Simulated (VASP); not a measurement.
Set up this calculation in VASP 6.6.1, as the native input.

| Quantity | Value |
| --- | --- |
| Task | relaxation of cell and atoms |
| Functional | PBE |
| Potentials or basis | VASP PAW PBE potentials, release 64 (Mg, Sn_d, O) |
| Cutoff | 520 eV |
| k mesh | 4 × 4 × 3 |
| Occupations | gaussian, width 0.15 eV |
| Spin | no spin polarisation |
| Further INCAR settings | PREC = Normal; ALGO = Fast; EDIFF = 0.0001; IBRION = 2; EDIFFG = -0.08; NSW = 24; ISIF = 3 |

The structure of MgSnO2 lies in POSCAR:

```
MgSnO2
1.0
    4.3000930300      0.0000000000      0.0000000000
   -2.1500465100      3.7239898000      0.0000000000
    0.0000000000      0.0000000000      4.7763774800
Mg Sn O
1 1 2
Direct
    0.0000000000      0.0000000000      0.5000000000
    0.0000000000      0.0000000000      0.0000000000
    0.3333333300      0.6666666700      0.5000000000
    0.6666666700      0.3333333300      0.5000000000
```

The cell was built by a generator and needn't be a form met in nature.

The input as run:

INCAR

```
SYSTEM = MgSnO2
PREC = Normal
ENCUT = 520
EDIFF = 1E-4
ISMEAR = 0
SIGMA = 0.15
LREAL = .False.
LASPH = .True.
NELM = 60
ALGO = Fast
ISIF = 3
LWAVE = .False.
LCHARG = .False.
GGA = PE
IBRION = 2
NSW = 24
EDIFFG = -0.08
```

KPOINTS

```
regular mesh
0
Gamma
  4 4 3
  0 0 0
```

Potentials or basis: VASP PAW PBE potentials, release 64 (Mg, Sn_d, O).

Launch:

```sh
$ cat potpaw_PBE.64/Mg/POTCAR potpaw_PBE.64/Sn_d/POTCAR potpaw_PBE.64/O/POTCAR > POTCAR
$ mpirun -np 1 vasp_std > vasp.out
```

It gave:

```json
{
 "Relaxed volume": "17.31 Å³/atom",
 "Relaxed cell": "a = 3.654 Å, b = 3.654 Å, c = 5.989 Å, α = 90.00°, β = 90.00°, γ = 120.00°",
 "Space group after relaxing (to 0.05 Å)": "P6/mmm (No. 191)",
 "Energy gained by relaxing": "707.4 meV/atom",
 "Ionic steps": "8",
 "Pressure after relaxing": "-0.1 GPa",
 "Band gap on the k mesh": "none (metal or under the smearing width)"
}
```

Caveat: the k mesh is coarse (spacing up to 0.44 Å⁻¹), so the values aren't converged.

Wall time 30 s on 1 thread of Intel(R) Xeon(R) Platinum 8488C (Sapphire Rapids), with other jobs on the host, peak memory 0.15 GiB.
